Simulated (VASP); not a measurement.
```
Ag2O
1.0
    4.81106     0.00000     0.00000
    0.00000     4.81106     0.00000
    0.00000     0.00000     4.81106
Ag O
4 2
Direct
  0.75000   0.25000   0.75000
  0.25000   0.75000   0.75000
  0.75000   0.75000   0.25000
  0.25000   0.25000   0.25000
  0.00000   0.00000   0.00000
  0.50000   0.50000   0.50000
```

Method: PBE GGA, VASP's PBE PAW potentials (set 64) (plane waves; VASP 6.6.1). Run with 620 eV cut-off, 7×7×7 Γ-centred mesh, first-order Methfessel-Paxton smearing of 0.10 eV, potentials Ag O.

Predict the energy per atom (σ→0), band gap (on the k-mesh) with the smallest direct gap where there is one.

```json
{
  "band gap (on the k-mesh)": "none (metal, semimetal or under 0.01 eV)",
  "energy per atom (σ→0)": "-3.577 eV/atom"
}
```

The absolute energy has meaning only against runs of the same code, potentials and settings.

The compound is Ag2O in the cuprite structure. It was relaxed first, which changed the volume by +5 %.
